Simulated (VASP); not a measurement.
The system is MgSn2N2.

```
CELL_PARAMETERS angstrom
2.45387 -2.86252 0.00000
2.45387 2.86252 0.00000
0.00000 0.00000 7.66421
ATOMIC_POSITIONS crystal
Mg 0.00000 0.00000 0.50000
Sn 0.29106 0.29106 0.00000
Sn 0.70894 0.70894 0.00000
N 0.00000 0.00000 0.74040
N 0.00000 0.00000 0.25960
```

The cell was built by a generator and needn't be a form met in nature.

```yaml
Program: VASP 6.6.1
Task: relaxation of cell and atoms
Functional: PBE
Potentials_or_basis: VASP PAW PBE potentials, release 64 (Mg, Sn_d, N)
Cutoff: 520 eV
k_mesh: 4 × 4 × 2
Occupations: gaussian, width 0.15 eV
Spin: no spin polarisation
```

At the start: pressure 18.6 GPa; volume 21.53 Å³/atom.

**Question.** Where does the relaxation end?

**Answer.** Over 16 steps the energy falls by 1641.0 meV/atom and the volume is 26.57 Å³/atom (+23.4 %); space group Cmmm (No. 65, to 0.05 Å).

The path:
```tsv
step	energy change (eV)	largest force (eV/Å)	pressure (GPa)	volume (Å³)
1	0.0000	19.7198	18.61	107.67
2	48.9815	106.4649	73.39	144.49
3	6.3976	17.1206	17.23	118.58
4	-2.5246	11.6139	13.51	116.21
5	-3.2361	7.4922	12.40	112.76
6	-3.5818	4.1883	10.25	110.22
7	-3.8723	5.7281	9.99	111.41
8	-7.5157	2.6877	-3.93	134.70
9	-7.5499	2.4676	-4.93	137.47
10	-7.5447	2.5582	-4.62	136.33
11	-8.1446	0.4790	1.83	130.17
12	-8.1788	0.6277	-0.19	131.28
13	-8.1787	0.5348	0.43	131.17
14	-8.1973	0.4013	0.76	132.24
15	-8.1995	0.2584	0.28	131.99
16	-8.2052	0.0658	-0.02	132.84
```

Final structure:
```
CELL_PARAMETERS angstrom
3.18505 -3.08803 0.00000
3.18505 3.08803 0.00000
0.00000 0.00000 6.75302
ATOMIC_POSITIONS crystal
Mg 0.00000 0.00000 0.50000
Sn 0.23893 0.23893 0.00000
Sn 0.76107 0.76107 0.00000
N 0.00000 0.00000 0.78433
N 0.00000 0.00000 0.21567
```

Caveat: the k mesh is coarse (spacing up to 0.42 Å⁻¹), so the values aren't converged; the volume moved by over 15 % at a fixed basis, so the end points are rough.
